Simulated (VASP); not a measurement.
**TaAs: single point with PBE**

The system is TaAs.

```
Ta As
1.0
    -1.72181    1.72181    5.86794
     1.72181   -1.72181    5.86794
     1.72181    1.72181   -5.86794
Ta As
2 2
Direct
  0.49997 0.99997 0.50000
  0.74997 0.74997 0.00000
  0.08263 0.58263 0.50000
  0.33263 0.33263 0.00000
```

The cell is a database's computed one.

```yaml
Program: VASP 6.6.1
Task: single point
Functional: PBE
Potentials_or_basis: VASP PAW PBE potentials, release 64 (Ta_pv, As)
Cutoff: 520 eV
k_mesh: 8 × 8 × 8
Occupations: gaussian, width 0.1 eV
Spin: no spin polarisation
Dipole_correction: no
Further_INCAR_settings: ALGO = Fast; EDIFF = 1e-06; NBANDS = 24
```

```yaml
Pressure: 2.6 GPa
Largest_force: 0.028 eV/Å
Band_gap_on_the_k_mesh: none (metal or under the smearing width)
```

Forces in eV/Å, atoms in the order of the input:
```
Ta   0.000  0.000  0.028
Ta   0.000  0.000  0.028
As   0.000  0.000 -0.028
As   0.000  0.000 -0.028
```

Stress tensor (GPa, compression positive):
```
2.90 0.00 0.00
0.00 2.90 0.00
0.00 0.00 2.13
```

Levels at points of the mesh, in eV from the Fermi level:
```
           k point  band 13  band 14  band 15  band 16  band 17  band 18  band 19  band 20
(0.00, 0.00, 0.00)    -2.37    -1.97    -1.65    -1.65     0.90     1.56     2.31     3.08
(0.50, 0.00, 0.00)    -2.45    -2.35    -1.60    -0.29     0.12     1.36     2.23     2.44
(0.50, 0.50, 0.00)    -3.22    -3.22    -1.14    -1.14     2.80     2.80     3.05     3.05
(0.50, 0.50, 0.50)    -2.82    -2.82    -0.93    -0.93     1.21     1.21     2.27     2.27
```

It took 3.3 min on 1 thread of AMD EPYC 9R14 (Zen 4), on a shared host, peak memory 0.34 GiB.

The run has no spin-orbit coupling, so splittings on Ta are missing.
